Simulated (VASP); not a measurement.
Here is the system:

```
CELL_PARAMETERS angstrom
      0.00000     3.00110     3.00110
      3.00110     0.00000     3.00110
      3.00110     3.00110     0.00000
ATOMIC_POSITIONS crystal
  Cd 0.00000 0.00000 0.00000
  Se 0.25000 0.25000 0.25000
```

Computed with MS2 meta-GGA, VASP's PBE PAW potentials (set 64) (plane waves; VASP). Numerical set-up: 520 eV cut-off, 8×8×8 Γ-centred mesh, Gaussian smearing of 0.050 eV, potentials Cd Se.

### Question
Give the stress tensor in GPa (positive for a compressed cell).

### Answer

```
3.64  0.00  0.00
0.00  3.64  0.00
0.00  0.00  3.64
```
The pressure is its mean diagonal, 3.64 GPa.

The compound is CdSe in the zinc blende structure, whereas wurtzite is the usual form. This cell is one point of a volume scan, at 0.94 of the reference volume.
